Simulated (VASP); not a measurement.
# GaAs (F-43m) in VASP: a series of runs, part 2 of 2

VASP 6.6.1. Earlier steps stand in the parts before.

### 4 Single point, LDA

This run uses another cell than the first one, of 22.03 Å³/atom, 0.975 times its volume.

INCAR reads:

```
ALGO = Normal
EDIFF = 1E-7
ENCUT = 350
GGA = CA
ISIF = 2
ISMEAR = 0
LASPH = T
LCHARG = F
LREAL = F
LWAVE = F
NBANDS = 16
NELM = 80
PREC = Accurate
SIGMA = 0.02
```

KPOINTS reads:

```
k-points
0
Gamma
  6 6 6
```

POSCAR reads:

```
GaAs                                    
1.0
    0.0000000000      2.8033895065      2.8033895065
    2.8033895065      0.0000000000      2.8033895065
    2.8033895065      2.8033895065     -0.0000000000
  Ga              As            
     1     1
Direct
     0.0000000000000000    0.0000000000000000    0.0000000000000000
     0.2500000000000000    0.2500000000000000    0.2500000000000000
```

Potentials or basis: VASP PAW LDA potentials, release 64 (Ga_d, As).

Launch:

```
cat potpaw_LDA.64/Ga_d/POTCAR potpaw_LDA.64/As/POTCAR > POTCAR
mpirun -np 1 vasp_std > vasp.out
```

OUTCAR:

```text
EDIFF = 1E-7
   ENCUT = 350
   GGA = CA
   ISIF = 2
   ISMEAR = 0
   LASPH = T
   LREAL = F
   NELM = 80
   PREC = Accurate

 ion  position               nearest neighbor table
   1  0.000  0.000  0.000-   2 2.43   2 2.43   2 2.43   2 2.43
   2  0.250  0.250  0.250-   1 2.43   1 2.43   1 2.43   1 2.43

  LATTYP: Found a face centered cubic cell.
 ALAT       =     5.6067790130

  Lattice vectors:

 A1 = (   0.0000000000,   2.8033895065,   2.8033895065)
[... 480 lines left out ...]
------------------------ aborting loop because EDIFF is reached ----------------------------------------

  FORCE on cell =-STRESS in cart. coord.  units (eV):
  Direction    XX          YY          ZZ          XY          YZ          ZX
  --------------------------------------------------------------------------------------
  -------------------------------------------------------------------------------------
  Total       -0.0001546     -0.0001546     -0.0001546     -0.0000000      0.0000000     -0.0000000
  in kB       -0.0056200     -0.0056200     -0.0056200     -0.0000000      0.0000000     -0.0000000
  external PRESSURE =      -0.0056200 kB  Pullay stress =       0.0000000 kB

 VOLUME and BASIS-vectors are now :
 -----------------------------------------------------------------------------
  energy-cutoff  :      350.00
  volume of cell :       44.06
      direct lattice vectors                 reciprocal lattice vectors
     0.000000000  2.803389506  2.803389506    -0.178355522  0.178355522  0.178355522
     2.803389506  0.000000000  2.803389506     0.178355522 -0.178355522  0.178355522
     2.803389506  2.803389506  0.000000000     0.178355522  0.178355522 -0.178355522

 POSITION                                       TOTAL-FORCE (eV/Angst)
 -----------------------------------------------------------------------------------
      0.00000      0.00000      0.00000        -0.000000     -0.000000     -0.000000
      1.40169      1.40169      1.40169         0.000000      0.000000      0.000000
 -----------------------------------------------------------------------------------
    total drift:                                0.000003      0.000003      0.000002

  FREE ENERGIE OF THE ION-ELECTRON SYSTEM (eV)
  ---------------------------------------------------
  free  energy   TOTEN  =        -9.6152277044 eV

  energy  without entropy=       -9.6152277044  energy(sigma->0) =       -9.61522770
```

stdout:

```text
POSCAR found type information on POSCAR GaAs
 POSCAR found :  2 types and       2 ions
 scaLAPACK will be used
 LDA part: xc-table for (Slater(with rela. corr.)+CA(PZ))
 , standard interpolation
 POSCAR, INCAR and KPOINTS ok, starting setup
 FFT: planning ... GRIDC
 FFT: planning ... GRID_SOFT
 FFT: planning ... GRID
 WAVECAR not read
 entering main loop
```

Wall time 10 s (1 thread of Intel Xeon Platinum 8375C at 2.90GHz (Ice Lake), shared host); peak memory 0.12 GiB.

What came out:

```yaml
Free_energy: -9.6152 eV
Pressure: 0.0 GPa
Band_gap_on_the_k_mesh: 0.52 eV, direct
```

Levels at points of the mesh, in eV from the valence-band top:
| k point | band 6 | band 7 | band 8 | band 9 | band 10 | band 11 | band 12 | band 13 |
| --- | --- | --- | --- | --- | --- | --- | --- | --- |
| (0.00, 0.00, 0.00) | -12.95 | 0.00 | 0.00 | 0.00 | 0.52 | 3.67 | 3.67 | 3.67 |
| (0.50, 0.00, 0.00) | -11.10 | -6.84 | -1.19 | -1.19 | 0.93 | 4.58 | 4.58 | 7.58 |
| (0.50, 0.50, 0.00) | -10.33 | -7.00 | -2.78 | -2.78 | 1.29 | 1.53 | 10.24 | 10.24 |

Caveat: the cutoff is under 1.25 times the usual one of these potentials, so pressure, stress and relaxed cells hold a basis-set (Pulay) error.

### 5 Single point, LDA (a relaxed cell with its volume scaled by 0.97)

INCAR is that of step 4.

KPOINTS is that of step 4.

POSCAR reads:

```
GaAs                                    
1.0
    0.0000000000      2.7750705047      2.7750705047
    2.7750705047      0.0000000000      2.7750705047
    2.7750705047      2.7750705047     -0.0000000000
  Ga              As            
     1     1
Direct
     0.0000000000000000    0.0000000000000000    0.0000000000000000
     0.2500000000000000    0.2500000000000000    0.2500000000000000
```

Launch:

```
cat potpaw_LDA.64/Ga_d/POTCAR potpaw_LDA.64/As/POTCAR > POTCAR
mpirun -np 1 vasp_std > vasp.out
```

It took 10 s on 1 thread of Intel Xeon Platinum 8375C at 2.90GHz (Ice Lake), shared host; peak memory 0.12 GiB.

The run converged. Its results:

- Free energy: -9.6042 eV
- Pressure: 2.5 GPa
- Band gap on the k mesh: 0.75 eV, direct

Levels at points of the mesh, in eV from the valence-band top:
```csv
k point,band 7,band 8,band 9,band 10,band 11,band 12
"(0.00, 0.00, 0.00)",0.00,0.00,0.00,0.75,3.68,3.68
"(0.50, 0.00, 0.00)",-7.01,-1.24,-1.24,1.02,4.59,4.59
"(0.50, 0.50, 0.00)",-7.15,-2.89,-2.89,1.23,1.51,10.48
```

Caveat: the cutoff is under 1.25 times the usual one of these potentials, so pressure, stress and relaxed cells hold a basis-set (Pulay) error. A k mesh can miss the band edges.

### 6 Overview

| task | cell | gap on the mesh (eV) | pressure (GPa) |
| --- | --- | --- | --- |
| relaxation of cell and atoms | relaxed | 0.52 | 0.0 |
| single point | F-43m, 22.03 Å³/atom | 0.52 | 0.0 |
| single point | a relaxed cell with its volume scaled by 0.97 | 0.75 | 2.5 |

Alike in all rows: level LDA; potentials or basis VASP PAW LDA potentials, release 64 (Ga_d, As); no spin polarisation; k mesh 6 × 6 × 6; cutoff (eV) 350; smearing gaussian 0.02 eV.

Caveats: the cutoff is under 1.25 times the usual one of these potentials, so pressure, stress and relaxed cells hold a basis-set (Pulay) error.

Absolute energies hang on the potentials; compare differences alone.

### 7 How close it comes

Step 4. Against the measured gap of GaAs, 1.412 eV (direct; 300 K; “Evidence of valence band perturbations in GaAsN/GaAs(001): A combined variable-angle spectroscopic ellipsometry and modulated photoreflectance investigation”, 2008, arxiv:0805.2212), the calculated 0.52 eV is off by -0.90 eV. 3 values of this kind are on record (1.412 to 1.51 eV); this one was drawn at random among those near their median, those with a stated uncertainty first. Spin-orbit coupling on As, Ga is left out. The value is that of LDA on a finite k mesh, which can miss the band edges, without temperature or zero-point motion. Semilocal functionals fall short of measured gaps as a rule.
